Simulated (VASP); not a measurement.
A cell of CoGa (CsCl type) near equilibrium:

```
CoGa
1.0
    2.84179     0.00000     0.00000
    0.00000     2.84179     0.00000
    0.00000     0.00000     2.84179
Ga Co
1 1
Direct
  0.50000   0.50000   0.50000
  0.00000   0.00000   0.00000
```

The numbers are results of r2SCAN meta-GGA, VASP's PBE PAW potentials (set 64) (plane waves; VASP), not measurements.

```tsv
run	ΔE (meV/atom)	σxx	σyy	σzz	largest shear component, with its sign (GPa)	largest force (eV/Å)
as it is	0.0	0.52	0.52	0.52	0.00	0.000
after one change	0.4	-1.68	-1.68	-1.13	0.00	0.000
```
Stress is in GPa, positive when the cell is compressed.

Question: Which change was made?
(A) biaxial strain of +0.5 % in the xy plane
(B) atom 1 (Ga) moved by -0.100 Å along z
(C) isotropic strain of -3.0 %

Answer: A, biaxial strain of +0.5 % in the xy plane

The compound is CoGa in the CsCl type structure. The run is not spin-polarised, so no magnetic state was tried.
